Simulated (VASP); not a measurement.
Here is the system:

```
MoOs3
1.0
    3.86305     0.00000     0.00000
    0.00000     3.86305     0.00000
    0.00000     0.00000     3.86305
Os Mo
3 1
Cartesian
  0.00000   1.93152   1.93152
  1.93152   1.93152   0.00000
  1.93152   0.00000   1.93152
  0.00000   0.00000   0.00000
```

Method: PBE GGA, VASP's PBE PAW potentials (set 64) (plane waves; VASP 6.6.1). Settings: 300 eV cut-off, 7×7×7 Γ-centred mesh, Gaussian smearing of 0.14 eV, potentials Os Mo_sv.

At this cut-off the stress carries a Pulay error, which pulls relaxed volumes low.

Q: Give the stress tensor in GPa (positive for a compressed cell).

A: 
```
5.00  0.00  0.00
0.00  5.00  0.00
0.00  0.00  5.00
```
The pressure is its mean diagonal, 5.00 GPa.

The structure was generated: MoOs3 was put into an ordered model structure, which need not be its known phase. The cell was not relaxed at this level.
